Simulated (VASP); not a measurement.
Energy against volume of CsCl (CsCl type). Level of theory: PBE GGA with D4 dispersion, VASP's PBE PAW potentials (set 64) (plane waves; VASP). Settings: 520 eV cut-off, 7×7×7 Γ-centred mesh, Gaussian smearing of 0.050 eV, potentials Cs_sv Cl.

| V (Å³/atom) | E (eV/atom) |
|---|---|
| 34.722 | -3.41179 |
| 35.796 | -3.41393 |
| 36.870 | -3.41278 |
| 37.944 | -3.40886 |

Fit these four points and predict the energy of the run at 33.648 Å³/atom.

A cubic in V^(−2/3), the third-order Birch-Murnaghan form, passes through the four points with V0 = 35.93 Å³/atom and B0 = 16 GPa, and gives -3.4057 eV/atom there. The run gave -3.4056 eV/atom, +0.1 meV/atom from the fit; all five points give B0 = 16 GPa.

The compound is CsCl in the CsCl type structure. It was relaxed first.
